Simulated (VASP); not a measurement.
Al$_{2}$O$_{3}$ (corundum): the mBJ gap over mesh and path against the volume, with shape and ions relaxed at each volume; PBEsol's own equilibrium is at 8.565 Å³/atom. VASP (PAW), 520 eV cut-off, 6×6×6 Γ-centred mesh, Gaussian smearing of 0.050 eV, potentials Al O. mBJ is a potential without an energy functional, so only the levels count. Fit the value as a straight line in ln V.

```tsv
V (Å³/atom)	mBJ gap over mesh and path (eV)
7.794	9.074
8.051	8.648
8.308	8.238
8.565	7.852
8.822	7.485
9.079	7.122
```

Fit the rows as the text says and predict the value at 7.537.

The slope against ln V is -12.77 eV, the volume deformation potential of this gap. The line misses the rows by up to 0.011 and gives 9.492 at 7.537. The run gave 9.525, +0.033 from the line.

Left out are failed runs and those whose mesh is unfit for this quantity.

The compound is Al2O3 in the corundum structure.
